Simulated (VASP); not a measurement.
Output of a VASP run:

File OSZICAR:
```
       N       E                     dE             d eps       ncg     rms          rms(c)
DAV:   1    -0.440311647728E+01   -0.44031E+01   -0.50671E+03   952   0.963E+02
DAV:   2    -0.210142924103E+02   -0.16611E+02   -0.16395E+02  1448   0.111E+02
DAV:   3    -0.211060394560E+02   -0.91747E-01   -0.91747E-01   960   0.104E+01
DAV:   4    -0.211061848292E+02   -0.14537E-03   -0.14537E-03  1304   0.435E-01
DAV:   5    -0.211061848837E+02   -0.54591E-07   -0.54591E-07   944   0.535E-03    0.589E+00
DAV:   6    -0.204682523437E+02    0.63793E+00   -0.51781E-01   928   0.559E+00    0.344E+00
DAV:   7    -0.202462856503E+02    0.22197E+00   -0.57225E-01  1080   0.586E+00    0.776E-01
DAV:   8    -0.202454815000E+02    0.80415E-03   -0.23156E-03   912   0.580E-01    0.262E-02
DAV:   9    -0.202454804090E+02    0.10910E-05   -0.12176E-05  1096   0.384E-02    0.237E-02
DAV:  10    -0.202454814671E+02   -0.10581E-05   -0.51906E-07   952   0.842E-03    0.331E-03
DAV:  11    -0.202454814398E+02    0.27286E-07   -0.20063E-08   472   0.141E-03
   1 F= -.20245481E+02 E0= -.20245481E+02  d E =-.202455E+02
```

File OUTCAR:
```
------------------------ aborting loop because EDIFF is reached ----------------------------------------
  FORCE on cell =-STRESS in cart. coord.  units (eV):
  Direction    XX          YY          ZZ          XY          YZ          ZX
  --------------------------------------------------------------------------------------
  Total        0.0003648      0.0003648      0.0003648      0.0000000      0.0000000      0.0000000
  in kB        0.0528853      0.0528853      0.0528853      0.0000000      0.0000000      0.0000000
  external PRESSURE =       0.0528853 kB  Pullay stress =       0.0000000 kB
  volume of cell :       11.05
      direct lattice vectors                 reciprocal lattice vectors
     0.000000000  1.767895017  1.767895017    -0.282822224  0.282822224  0.282822224
     1.767895017  0.000000000  1.767895017     0.282822224 -0.282822224  0.282822224
     1.767895017  1.767895017  0.000000000     0.282822224  0.282822224 -0.282822224
 POSITION                                       TOTAL-FORCE (eV/Angst)
 -----------------------------------------------------------------------------------
      1.76790      1.76790      1.76790        -0.000000     -0.000000      0.000000
      2.65184      2.65184      2.65184         0.000000      0.000000     -0.000000
 -----------------------------------------------------------------------------------
    total drift:                                0.000000     -0.000000      0.000000
  FREE ENERGIE OF THE ION-ELECTRON SYSTEM (eV)
  ---------------------------------------------------
  free  energy   TOTEN  =       -20.2454814398 eV

  energy  without entropy=      -20.2454814398  energy(sigma->0) =      -20.24548144

 reached required accuracy - stopping structural energy minimisation
```
(Selected blocks of OUTCAR.)

**POSCAR**
```
C
1
    0.0000000000     1.7678950174     1.7678950174
    1.7678950174     0.0000000000     1.7678950174
    1.7678950174     1.7678950174    -0.0000000000
C
2
Direct
  0.5000000000   0.5000000000   0.5000000000
  0.7500000000   0.7500000000   0.7500000000
```

**Question.** Write an INCAR and KPOINTS that could have produced this output.

**Answer.** This is not unique; one that fits is the input of the run itself, LDA (Ceperley-Alder, Perdew-Zunger), plane waves, VASP's LDA PAW potentials (set 64).

### KPOINTS
```
kpoints
0
G
 11 11 11
```

### INCAR
```
! general
SYSTEM=C
PREC  =Accurate
ENCUT =520
LREAL =F
LASPH =T

! electronic loop
EDIFF =1E-6
NELM  =100
ALGO  =Normal

! smearing
ISMEAR=0
SIGMA =0.05

! ions
IBRION=2
NSW   =60
ISIF  =3
EDIFFG=-0.01

! output
LWAVE =F
LCHARG=F
```

POTCAR, in this order: C (LDA.64 set). Program: vasp_std.

The structure comes from a computed database's C entry (Fd-3m); how it stands against other phases isn't given here. It was relaxed first. The start is the result of an earlier pass.
